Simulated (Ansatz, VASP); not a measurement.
# Ga4Ni3 (Ga4Ni3 (Ia-3d)): VASP beside Ansatz, part 2 of 2

One calculation is typed for both programs; each brings its own data sets. How far apart do they land? The structure shown is the start of the Ansatz relaxation below; VASP solves that cell, so the two are compared at the walk's first step.

VASP 6.6.1 and Ansatz 0.2.0.

So far: The starting structure; Ansatz: relaxation, PBEsol.

## 3. VASP: single point, PBEsol, start cell

Level of this step: PBEsol, no spin polarisation; plane waves and PAW (Ga_d, Ni) (VASP).

The same cell, functional, mesh and smearing now go to VASP, with its own data sets.

Lines of VASP's logs that name or quote its potential files are left out, and so is its time.

The input, INCAR:

```
SYSTEM = Ga4Ni3
PREC = Accurate
ENCUT = 520
EDIFF = 1E-06
NELM = 120
ISMEAR = -1
SIGMA = 0.05
LREAL = Auto
ALGO = Normal
GGA = PS
NBANDS = 384
LASPH = .TRUE.
LORBIT = 11
LWAVE = .FALSE.
LCHARG = .FALSE.
ISIF = 2
GGA_COMPAT = .FALSE.
KPAR = 8
```

The input, POSCAR:

```
Ga4Ni3
1.0
   -5.7398240000      5.7398240000      5.7398240000
    5.7398240000     -5.7398240000      5.7398240000
    5.7398240000      5.7398240000     -5.7398240000
Ga Ni
32 24
Direct
    0.5000000001      0.0000000001      0.0000000001
    0.5000000001      0.5000000001      0.0000000001
    0.0000000001      0.5000000001      0.5000000001
    0.0000000001      0.0000000001      0.0000000001
    0.0000000001      0.0000000001      0.5000000001
    0.5000000001      0.5000000001      0.5000000001
    0.0000000001      0.5000000001      0.0000000001
    0.5000000001      0.0000000001      0.5000000001
    0.2623035132      0.7500000001      0.0123035132
    0.2500000001      0.2623035132      0.0123035132
    0.7500000001      0.2376964870      0.4876964870
    0.2623035132      0.0123035132      0.2500000001
    0.2376964870      0.4876964870      0.7500000001
    0.0123035132      0.2500000001      0.2623035132
    0.0123035132      0.2623035132      0.7500000001
    0.2500000001      0.4876964870      0.2376964870
    0.4876964870      0.2376964870      0.2500000001
    0.7500000001      0.0123035132      0.2623035132
    0.2376964870      0.2500000001      0.4876964870
    0.4876964870      0.7500000001      0.2376964870
    0.7376964870      0.2500000001      0.9876964870
    0.7500000001      0.7376964870      0.9876964870
    0.2500000001      0.7623035132      0.5123035132
    0.7376964870      0.9876964870      0.7500000001
    0.7623035132      0.5123035132      0.2500000001
    0.9876964870      0.7500000001      0.7376964870
    0.9876964870      0.7376964870      0.2500000001
    0.7500000001      0.5123035132      0.7623035132
    0.5123035132      0.7623035132      0.7500000001
    0.2500000001      0.9876964870      0.7376964870
    0.7623035132      0.7500000001      0.5123035132
    0.5123035132      0.2500000001      0.7623035132
    0.7419040202      0.4838080402      0.4919040202
    0.2500000001      0.7419040202      0.7580959800
    0.4838080402      0.4919040202      0.7419040202
    0.0080959800      0.4919040202      0.2500000001
    0.4919040202      0.7419040202      0.4838080402
    0.7580959800      0.2500000001      0.7419040202
    0.4919040202      0.2500000001      0.0080959800
    0.7580959800      0.0080959800      0.0161919600
    0.2500000001      0.0080959800      0.4919040202
    0.0161919600      0.7580959800      0.0080959800
    0.7419040202      0.7580959800      0.2500000001
    0.0080959800      0.0161919600      0.7580959800
    0.2580959800      0.5161919600      0.5080959800
    0.7500000001      0.2580959800      0.2419040202
    0.5161919600      0.5080959800      0.2580959800
    0.9919040202      0.5080959800      0.7500000001
    0.5080959800      0.2580959800      0.5161919600
    0.2419040202      0.7500000001      0.2580959800
    0.5080959800      0.7500000001      0.9919040202
    0.2419040202      0.9919040202      0.9838080402
    0.7500000001      0.9919040202      0.5080959800
    0.9838080402      0.2419040202      0.9919040202
    0.2580959800      0.2419040202      0.7500000001
    0.9919040202      0.9838080402      0.2419040202
```

The input, KPOINTS:

```
Automatic mesh
0
Gamma
5 5 5
0 0 0
```

PAW data sets: Ga_d and Ni (PBE family, release 64).

Started as:

```
$ mpirun -np 8 vasp_std
```

Numbers of over 12 decimals in the logs are rounded to 6 here.

The program printed:

```text
[banner, memory and clock lines left out]
running    8 mpi-ranks, on    1 nodes
[...]
|                                                                             |
|           W    W    AA    RRRRR   N    N  II  N    N   GGGG   !!!           |
|           W    W   A  A   R    R  NN   N  II  NN   N  G    G  !!!           |
|           W    W  A    A  R    R  N N  N  II  N N  N  G       !!!           |
|           W WW W  AAAAAA  RRRRR   N  N N  II  N  N N  G  GGG   !            |
|           WW  WW  A    A  R   R   N   NN  II  N   NN  G    G                |
|           W    W  A    A  R    R  N    N  II  N    N   GGGG   !!!           |
|                                                                             |
|     For optimal performance we recommend to set                             |
|       NCORE = 2 up to number-of-cores-per-socket                            |
|     NCORE specifies how many cores store one orbital (NPAR=cpu/NCORE).      |
|     This setting can greatly improve the performance of VASP for DFT.       |
[...]
|                                                                             |
|     You enforced a specific xc type in the INCAR file but a different       |
|     [... a line on the potential file left out ...]
|     I HOPE YOU KNOW WHAT YOU ARE DOING!                                     |
|                                                                             |

 LDA part: xc-table for (Slater+PW92), standard interpolation
 POSCAR, INCAR and KPOINTS ok, starting setup
[...]
entering main loop
       N       E                     dE             d eps       ncg     rms          rms(c)
DAV:   1     0.840927607124E+04    0.84093E+04   -0.24989E+05  7768   0.323E+03
DAV:   2     0.168238774360E+04   -0.67269E+04   -0.64767E+04  7680   0.942E+02
DAV:   3    -0.806084238960E+02   -0.17630E+04   -0.16780E+04  7704   0.317E+02
DAV:   4    -0.292296471849E+03   -0.21169E+03   -0.19745E+03  8160   0.111E+02
[...]
DAV:  16    -0.279090200639E+03   -0.81456E-05   -0.13622E-04  8256   0.845E-02    0.982E-03
DAV:  17    -0.279090205017E+03   -0.43774E-05   -0.62602E-05 11728   0.194E-02    0.402E-03
DAV:  18    -0.279090205403E+03   -0.38593E-06   -0.18140E-06  4920   0.588E-03
   1 F= -.27909021E+03 E0= -.27899507E+03  d E =-.190269E+00
```

Parts of OUTCAR (step 3):

```text
  Total      -26.5563990    -26.5563990    -26.5563990      0.0000000      0.0000000     -0.0000000
  in kB      -56.2501972    -56.2501972    -56.2501972      0.0000000      0.0000000     -0.0000000
  external PRESSURE =     -56.2501972 kB  Pullay stress =       0.0000000 kB

 POSITION                                       TOTAL-FORCE (eV/Angst)
 -----------------------------------------------------------------------------------
     -2.86991      2.86991      2.86991        -0.000000      0.000000      0.000000
      0.00000      0.00000      5.73982        -0.000000      0.000000      0.000000
      5.73982      0.00000      0.00000        -0.000000      0.000000      0.000000
      0.00000      0.00000      0.00000        -0.000000      0.000000      0.000000
      2.86991      2.86991     -2.86991        -0.000000      0.000000      0.000000
      2.86991      2.86991      2.86991        -0.000000      0.000000      0.000000
      2.86991     -2.86991      2.86991        -0.000000      0.000000      0.000000
      0.00000      5.73982      0.00000        -0.000000      0.000000      0.000000
      2.86991     -2.72867      5.73982        -0.000000     -0.076441      0.000000
      0.14124      0.00000      2.86991        -0.076441      0.000000      0.000000
     -0.14124      5.73982      2.86991         0.076441      0.000000      0.000000
      0.00000      2.86991      0.14124        -0.000000      0.000000     -0.076441
      5.73982      2.86991     -0.14124        -0.000000      0.000000      0.076441
      2.86991      0.14124      0.00000        -0.000000     -0.076441      0.000000
[...]
-----------------------------------------------------------------------------------
    total drift:                               -0.000001     -0.000001     -0.000001

  FREE ENERGIE OF THE ION-ELECTRON SYSTEM (eV)
  ---------------------------------------------------
  free  energy   TOTEN  =      -279.0902054026 eV

  energy  without entropy=     -278.8999360006  energy(sigma->0) =     -278.99507070

[... 1 further part left out ...]
```

The run ends at a pressure of -5.63 GPa, with forces up to 0.076 eV/Å.

## 4. Differences

Known differences besides the potentials themselves: the data sets hold 848 valence electrons in Ansatz (on its default PAW (the set named soft_2) files) and 656 in VASP; the cutoff is 420 eV in Ansatz and 520 eV in VASP (PREC = Accurate, projectors in real space); Ansatz makes its cores anew for this functional, VASP keeps those of its PBE data sets. Total energies have different zeros and are not compared.

Forces on 10 of the 56 atoms, those with the largest forces and the largest differences (eV/Å; atoms numbered as in POSCAR):

| atom | Ansatz x, y, z | VASP x, y, z |
| --- | --- | --- |
| Ga10 | -0.081, 0.000, 0.000 | -0.076, 0.000, 0.000 |
| Ga11 | 0.081, 0.000, 0.000 | 0.076, 0.000, 0.000 |
| Ga12 | 0.000, 0.000, -0.081 | 0.000, 0.000, -0.076 |
| Ga13 | 0.000, 0.000, 0.081 | 0.000, 0.000, 0.076 |
| Ga14 | 0.000, -0.081, 0.000 | 0.000, -0.076, 0.000 |
| Ga15 | 0.000, 0.000, -0.081 | 0.000, 0.000, -0.076 |
| Ga16 | 0.081, 0.000, 0.000 | 0.076, 0.000, 0.000 |
| Ni46 | 0.000, -0.025, 0.025 | 0.000, -0.021, 0.021 |
| Ni47 | 0.000, 0.025, 0.025 | 0.000, 0.021, 0.021 |
| Ni48 | 0.025, -0.025, 0.000 | 0.021, -0.021, 0.000 |

The forces differ by 2.6 meV/Å r.m.s., which is 8.3 % of the r.m.s. force of 0.031 eV/Å (both taken over all components).

## 5. Outcome

| Property | Result |
| --- | --- |
| r.m.s. force difference (single point, PBEsol, start cell) | 2.6 meV/Å |

What this shows: The r.m.s. force difference is 2.6 meV/Å (single point, PBEsol, start cell), within the 12 meV/Å picked in this series as the mark of a large difference. The data sets hold unlike numbers of valence electrons (848 in Ansatz and 656 in VASP), so part of the differences comes from the potentials. VASP runs on this material, other cells of it included, that failed, so that no pair exists: single point, PBEsol (timeout). How closely two codes agree says nothing of how well the functional describes the real material.

[Lines on the potential files, build, host, timing and source positions are cut from VASP's logs without a mark.]

[Logs are printed without paths, hosts, clocks, repeated set-up lines and the standing remarks that a program may print on its own settings, such as how far it seeks lower states.]

[Hosts, paths, dates, database ids (printed as entryN), source tags and the programs' standing remarks are cut or masked in the printed files.]
